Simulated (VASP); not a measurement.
These are PBE GGA, VASP's PBE PAW potentials (set 64) (plane waves; VASP) values and carry that method's errors.

A VASP calculation is set up with these files.

File KPOINTS:
```
K-points
0
Gamma
  13 13 13
0 0 0
```

File POSCAR:
```
AuZn
1
    3.2130000000     0.0000000000     0.0000000000
    0.0000000000     3.2130000000     0.0000000000
    0.0000000000     0.0000000000     3.2130000000
Zn Au
1 1
Direct
  0.5000000000   0.5000000000   0.5000000000
  0.0000000000   0.0000000000   0.0000000000
```

INCAR:
```
NELM = 100
LASPH = .TRUE.   # aspherical one-centre terms
SYSTEM = AuZn
GGA = PE   # PBE
LCHARG = .FALSE.
ISMEAR = 1
ENCUT = 400
ALGO = Normal
LWAVE = .FALSE.
EDIFF = 1E-6   # SCF stop (eV)
ISIF = 2
LREAL = .FALSE.
SIGMA = 0.1
LMAXMIX = 6   # l cut-off of mixed one-centre charges
PREC = Accurate
```

POTCAR, in this order: Zn Au (PBE.64 set). Program: vasp_std.

Gaps are read on the run's mesh, which can miss a band edge. Unless said otherwise, spin-orbit coupling is left out, though it shifts the bands of the heavy elements here.

Predict the energy per atom (σ→0), pressure, band gap (on the k-mesh).

```json
{
  "energy per atom (σ→0)": "-2.369 eV/atom",
  "band gap (on the k-mesh)": "none (metal, semimetal or under 0.01 eV)",
  "pressure": "-2.95 GPa"
}
```

**OSZICAR**
```
...
DAV:   6    -0.476970818196E+01    0.39741E+00   -0.14497E+00  2569   0.143E+01    0.478E+00
DAV:   7    -0.474732107725E+01    0.22387E-01   -0.29648E-02  3422   0.369E+00    0.262E+00
DAV:   8    -0.473927319126E+01    0.80479E-02   -0.10332E-02  3160   0.121E+00    0.152E-01
DAV:   9    -0.473931118547E+01   -0.37994E-04   -0.39966E-04  2779   0.219E-01    0.802E-02
DAV:  10    -0.473932172912E+01   -0.10544E-04   -0.44615E-05  3143   0.109E-01    0.155E-02
DAV:  11    -0.473932192133E+01   -0.19222E-06   -0.10265E-05  2800   0.758E-02    0.393E-03
DAV:  12    -0.473932185750E+01    0.63833E-07   -0.19912E-07  1435   0.104E-02
   1 F= -.47393219E+01 E0= -.47387711E+01  d E =-.165240E-02
```

The compound is AuZn in the CsCl type structure. The cell was not relaxed at this level. The run is one of a series of settings (KPOINTS 13×13×13 Γ-centred mesh against the base run), some of them coarse on purpose. The electron count is odd and the run is not spin-polarised, which forces a metal.
